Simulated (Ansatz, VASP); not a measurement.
**Cross-check of Si2WN4 between VASP and Ansatz**

One calculation is typed for both programs; each brings its own data sets. How far apart do they land? The cell is taken from a series of runs on this material, whose earlier steps may have relaxed, scaled, displaced or heated it; both programs get it as it stands.

Method: plane waves, with VASP 6.6.1 beside it; G0W0 gap at PBE, in Ansatz 0.2.0.

## 1. Set-up

The cell holds 7 atoms: 1 W, 4 N and 2 Si. Its edges and angles: a = 2.797 Å, b = 2.885 Å, c = 37.200 Å, α = 90.0°, β = 90.0°, γ = 119.0°. Vacuum lies along c.

Structure file:

```cif
data_structure
_symmetry_space_group_name_H-M 'P 1'
_symmetry_Int_Tables_number 1
_cell_length_a 2.7974
_cell_length_b 2.8853
_cell_length_c 37.2000
_cell_angle_alpha 90.000
_cell_angle_beta 90.000
_cell_angle_gamma 118.998
_cell_volume 262.61
loop_
_atom_site_label
_atom_site_type_symbol
_atom_site_fract_x
_atom_site_fract_y
_atom_site_fract_z
_atom_site_occupancy
W1 W 0.00592 0.01183 0.50000 1
N2 N 0.33733 0.67465 0.53421 1
N3 N 0.33733 0.67465 0.46579 1
N4 N 0.66102 0.32204 0.59532 1
N5 N 0.66102 0.32204 0.40468 1
Si6 Si 0.33203 0.66406 0.58108 1
Si7 Si 0.33203 0.66406 0.41892 1
```

## 2. Ansatz: G0W0 gap, PBE

Ansatz runs on its PAW soft_1 files.

Quasiparticle shifts depend on high empty states and on the cores, so they are the hardest test of two PAW sets.

Input file input.yaml:

```yaml
crystal:
  lattice:
    - [2.797403006, 0.0, 0.0]
    - [-1.398701503, 2.523564654, 0.0]
    - [0.0, 0.0, 37.2]
  atoms:
    - { symbol: W, position: [0.0059159079, 0.0118318158, 0.5] }
    - { symbol: "N", position: [0.3373259312, 0.6746518625, 0.5342116836] }
    - { symbol: "N", position: [0.3373259312, 0.6746518625, 0.4657883164] }
    - { symbol: Si, position: [0.3320300563, 0.6640601127, 0.5810843297] }
    - { symbol: Si, position: [0.3320300563, 0.6640601127, 0.4189156703] }
    - { symbol: "N", position: [0.6610193918, 0.3220387836, 0.5953211673] }
    - { symbol: "N", position: [0.6610193918, 0.3220387836, 0.4046788327] }
  periodic: [true, true, false]
kpoints:
  mp_grid: { grid: [6, 6, 1] }
hamiltonian:
  xc: pbe
  pseudopotentials: { kind: paw, azcp: { folder: soft_1 } }
scf:
  occupations: { method: fixed }
gw:
  n_empty_bands: 288
  ecut_chi: 60.0
  qp_bands: [v2, c2]
  qp_kpoints: band_edges
  screening: { model: contour_deformation }
```

Run with:

```bash
$ ansatz run input.yaml --threads 4 --pin off --max-ram 17510MiB --backend cpu --events-out ev --progress --plain --runs-dir out
```

Numbers of over 12 decimals in the logs are rounded to 6 here.

Log:

```text
Engine: ansatz 0.2.0, aarch64-unknown-linux-gnu
Pseudopotentials: kind: paw
Pseudopotential: W, paw, valence charge 14, recommended cutoff 420 eV (normal), soft_1/W.paw.azcp
Pseudopotential: N, paw, valence charge 5, recommended cutoff 420 eV (normal), soft_1/N.paw.azcp
Pseudopotential: Si, paw, valence charge 4, recommended cutoff 420 eV (normal), soft_1/Si.paw.azcp
Functional definition: PBE
  parameter kappa = 0.804
  parameter beta = 0.066725
  exchange = pbe_x(kappa = kappa, mu = beta*pi^2/3)
  correlation = pbe_c(beta = beta)
Crystal: 7 atoms, lattice volume = 262.611 Å³
Basis set: ecut = 420 eV, 5161 PW (Γ)
Bands: 28, of which v1, the nominal top of the filled ones, is band 21 counted from 1 (20 counted from 0)
Symmetry: 4 space group operations
Space group: Amm2 (ITA 38), of the structure as read, at distance tolerance 6.4e-5 Å
k-points: 13 of 36 (time reversal used)
Non-local potential: W, projectors of the file, l = 0: 3, l = 1: 2, l = 2: 2, l = 3: 1
Non-local potential: N, projectors of the file, l = 0: 2, l = 1: 2, l = 2: 1
Non-local potential: Si, projectors of the file, l = 0: 2, l = 1: 2, l = 2: 1
PAW form: soft (Blöchl's): semilocal exchange-correlation on the pseudo side does not see the compensation charge
PAW one-centre angular grid: W, 590 points (default); XC on 64 Gauss nodes
PAW one-centre angular grid: N, 110 points (default); XC on 64 Gauss nodes
PAW one-centre angular grid: Si, 110 points (default); XC on 64 Gauss nodes
Initial density: superposition of atomic densities (neutral atoms: chi_scale 0, normalization atom)
Initial wavefunctions: pseudopotential atomic-orbital guess
Functional: x = pbe(κ = 0.804, μ = 0.219515), c = pbe(β = 0.066725)
SCF iter   1: F=—  HF=-13207.319728 eV  |F-HF|=—  |Δ(HF+E_count)|=         —  Δρ=9.57e-2  dr2=2.60e1  ethr=3.10e-3  ⟨swp⟩=8.1  Hψ=2531  notcnv=0  defer=61
preconditioner: auto → Resta (q_TF=auto, 2.010 Å⁻¹)  ε∞=1.9  [insulator: Δε(μ)=2.349 eV  Ē_g=13.913 eV  n_scr=22 (ndim 8)  ℏωp=13.4 eV  f_vac=0.709  ε∞_Penn≈1.9  vacuum switching on, ρ_ref=1.4e-2 e/Å³]
SCF iter   2: F=—  HF=-13200.895689 eV  |F-HF|=—  |Δ(HF+E_count)|=    6.42e0  Δρ=4.35e-2  dr2=6.18e0  ethr=3.10e-3  ⟨swp⟩=5.8  Hψ=1576  notcnv=0  defer=63
SCF iter   3: F=—  HF=-13199.933722 eV  |F-HF|=—  |Δ(HF+E_count)|=   9.62e-1  Δρ=1.76e-2  dr2=7.58e-1  ethr=3.10e-3  ⟨swp⟩=4.5  Hψ=1018  notcnv=0  defer=63
SCF iter   4: F=—  HF=-13199.819782 eV  |F-HF|=—  |Δ(HF+E_count)|=   1.14e-1  Δρ=8.42e-3  dr2=1.03e-1  ethr=1.81e-3  ⟨swp⟩=2.5  Hψ=529  notcnv=0  defer=64
SCF iter   5: F=—  HF=-13199.830376 eV  |F-HF|=—  |Δ(HF+E_count)|=   1.06e-2  Δρ=1.90e-3  dr2=1.90e-2  ethr=2.46e-4  ⟨swp⟩=3.1  Hψ=691  notcnv=0  defer=65
SCF iter   6: F=—  HF=-13199.827843 eV  |F-HF|=—  |Δ(HF+E_count)|=   2.53e-3  Δρ=4.45e-4  dr2=9.34e-4  ethr=4.53e-5  ⟨swp⟩=3.9  Hψ=787  notcnv=0  defer=65
SCF iter   7: F=—  HF=-13199.827688 eV  |F-HF|=—  |Δ(HF+E_count)|=   1.56e-4  Δρ=1.32e-4  dr2=5.47e-5  ethr=2.22e-6  ⟨swp⟩=4.1  Hψ=942  notcnv=0  defer=65
SCF iter   8: F=—  HF=-13199.827697 eV  |F-HF|=—  |Δ(HF+E_count)|=   9.22e-6  Δρ=1.06e-4  dr2=3.53e-5  ethr=1.30e-7  ⟨swp⟩=3.4  Hψ=819  notcnv=0  defer=65
SCF iter   9: F=—  HF=-13199.827693 eV  |F-HF|=—  |Δ(HF+E_count)|=   4.33e-6  Δρ=4.29e-5  dr2=1.06e-5  ethr=8.40e-8  ⟨swp⟩=3.2  Hψ=647  notcnv=0  defer=65
SCF iter  10: F=-13199.827690 eV  HF=-13199.827690 eV  |F-HF|=8.09e-9  |Δ(HF+E_count)|=   2.11e-6  Δρ=3.86e-6  dr2=3.16e-8  ethr=2.38e-10  ⟨swp⟩=23.4  Hψ=3671  notcnv=0
SCF 1 converged in 10 iterations: F = -13199.827690 eV  dr2 = 3.16e-8
  greatest PAW one-centre occupation: 0.999 electrons in one spin orbital (limit 2), on the W atom at site 0 (counted from 0), in its partial waves of l = 0
NSCF: frozen V_eff on 13 k-points
G₀W₀ screening: q 1/13
[... further progress lines ...]
NSCF: frozen V_eff on 1 k-points
SCF converged after 10 iterations
Free energy (F): -13199.827690 eV
Harris-Foulkes:  -13199.827690 eV  (|F-HF|=8.09e-9)
Internal energy: -13199.827690 eV  (E = F + TS)
E sigma→0 (E₀):  -13199.827690 eV
Fermi energy:    -5.405915 eV
--- Per-component energies (eV) ---
  E_band       = -864.676341
  E_kinetic    = 1041.748789
  E_local      = -151917.349464  (includes V_loc(G=0)·N_el)
  E_nonlocal   = 156.877555
  E_hartree    = 75369.264742
  E_xc         = -624.580607
  E_vxc        = -636.526617  (∫ρ·V_xc dr)
  E_paw        = -10114.539866  (= ΣΔE_a)
  E_vpaw       = -247.955007  (= ΣTr[D̂ρ^β])
  E_aug_tail   = 0.003746  (compensation charges beyond the density's cutoff)
  E_ewald      = 72888.747415
  E_smearing   = -0.000000  (= −TS)
  E_closure    = 0.000000  (closes the sum)
  Σ components = -13199.827690   (vs F -13199.827690, Δ=0.00e0)
--- Band table (eV; the first three rows and the last of 13) ---
  k-point 0: bands = [... 17 lower, -8.0362, -7.9314, -7.6917, -5.4059, -2.5576, -1.9961 (-1.9961°), -1.5175 (-1.5175°), -1.2913 (-1.2913°), ... 3 higher]
  k-point 1: bands = [... 17 lower, -8.5272, -8.1593, -7.8402, -6.0485, -2.5998, -1.9544, -1.4939, -0.6246 (-0.6246°), ... 3 higher]
  k-point 2: bands = [... 17 lower, -8.8276, -7.8241, -7.5997, -6.8120, -2.0288, -1.8201, -1.4678, -0.7793, ... 3 higher]
  k-point 12: bands = [... 17 lower, -8.7654, -8.0193, -7.7153, -6.2863, -2.0436, -1.5772, -1.0385, -0.0903, ... 3 higher]
  ° read free of the cell's end (the report's vacuum.weakly_bound_levels)
--- G₀W₀: contour deformation, 6 samples at zero and on the imaginary axis and 1 off it, 36 q-points, 288 empty bands' worth ---
  eigenvalues of the whole cell's RPA ε∞ on this k-mesh (on a slab, of 1 + 4πα/V) = 1.2073, 2.9236, 2.9505; static W/v taken at q = 0 is 0.502726
  gw.qp_kpoints: band_edges: 7 of 13 stored k-points solved, in 1 pass; an edge of the gap read off the rows below is read off those points alone
    valence top: of the k-points left out ik 8 came nearest to being solved in a further pass, in band 21 (counted from 1, as in the quasiparticle table): it holds the edge there only if its correction is more favourable than any solved in that band by at least 0.680 eV; those differ by 0.222 eV
    conduction bottom: of the k-points left out ik 10 came nearest to being solved in a further pass, in band 22 (counted from 1, as in the quasiparticle table): it holds the edge there only if its correction is more favourable than any solved in that band by at least 0.644 eV; those differ by 0.214 eV
    ik  band        ε_KS         Σx   Σc(E_QP)       V_xc       Z   E_QP_lin       E_QP  E_QP is
     0    20     -7.6917   -22.3804     3.1465   -19.2223  0.7640    -7.7033    -7.7033  root
     0    21     -5.4059   -20.7175     1.3137   -19.3941  0.7816    -5.4156    -5.4156  root
     0    22     -2.5576   -15.2656    -3.4203   -19.7945  0.7766    -1.4284    -1.4491  root
     0    23     -1.9961   -15.4270    -3.6951   -20.2516  0.7727    -0.8426    -0.8666  root
     1    20     -7.8402   -21.7971     3.6183   -17.9044  0.7681    -8.1158    -8.1145  root
     1    21     -6.0485   -20.8167     1.6878   -19.0454  0.7760    -6.1322    -6.1320  root
     1    22     -2.5998   -14.5851    -3.5189   -19.1244  0.7834    -1.5620    -1.5795  root
     1    23     -1.9544   -15.6621    -3.8068   -20.5683  0.7735    -0.8322    -0.8550  root
     3    20     -7.1809   -22.1378     3.4133   -18.6993  0.7652    -7.2061    -7.2061  root
     3    21     -6.6776   -20.6726     2.1213   -18.3476  0.7754    -6.8818    -6.8812  root
     3    22     -2.6530    -8.3965    -4.1084   -13.3999  0.8083    -1.7457    -1.7580  root
     3    23     -2.1773    -7.8562    -4.1810   -13.0064  0.8068    -1.1928    -1.2081  root
     4    20     -7.7585   -21.7147     3.5628   -17.9040  0.7679    -8.0075    -8.0065  root
     4    21     -5.9389   -20.8037     1.6158   -19.1080  0.7770    -6.0188    -6.0187  root
     4    22     -2.5536   -14.6873    -3.5265   -19.2532  0.7827    -1.4964    -1.5143  root
     4    23     -2.2910   -15.0265    -3.6594   -19.7514  0.7792    -1.2058    -1.2255  root
     7    20     -7.7380   -21.4002     3.5965   -17.3796  0.7676    -8.1652    -8.1621  root
     7    21     -6.6314   -20.2467     1.8590   -18.1894  0.7749    -6.8302    -6.8296  root
     7    22     -2.1896   -12.3128    -3.9877   -17.3075  0.7897    -1.1648    -1.1827  root
     7    23     -2.1538    -9.2531    -4.1778   -14.4322  0.8017    -1.1359    -1.1526  root
     9    20     -7.7962   -21.3118     3.4918   -17.2451  0.7675    -8.3774    -8.3711  root
     9    21     -5.4616   -20.8885     1.3342   -19.5732  0.7813    -5.4428    -5.4427  root
     9    22     -2.7597   -16.8224    -3.3211   -21.0913  0.7818    -1.7982    -1.8120  root
     9    23     -0.5909   -13.6455    -4.6519   -19.3543  0.7701     0.4924     0.4660  root
    11    20     -7.4809   -22.0056     3.4613   -18.4848  0.7637    -7.5404    -7.5404  root
    11    21     -6.4547   -20.1499     1.8216   -18.1341  0.7798    -6.6494    -6.6489  root
    11    22     -3.0668    -8.3474    -4.0343   -13.2765  0.8092    -2.1599    -2.1720  root
    11    23     -2.5839    -8.1891    -4.1410   -13.3188  0.8064    -1.5794    -1.5951  root
```

(Continued in part 2 of 2.)

[Lines on the potential files, build, host, timing and source positions are cut from VASP's logs without a mark.]

[Logs are printed without paths, hosts, clocks, repeated set-up lines and the standing remarks that a program may print on its own settings, such as how far it seeks lower states.]

[Hosts, paths, dates, database ids (printed as entryN), source tags and the programs' standing remarks are cut or masked in the printed files.]
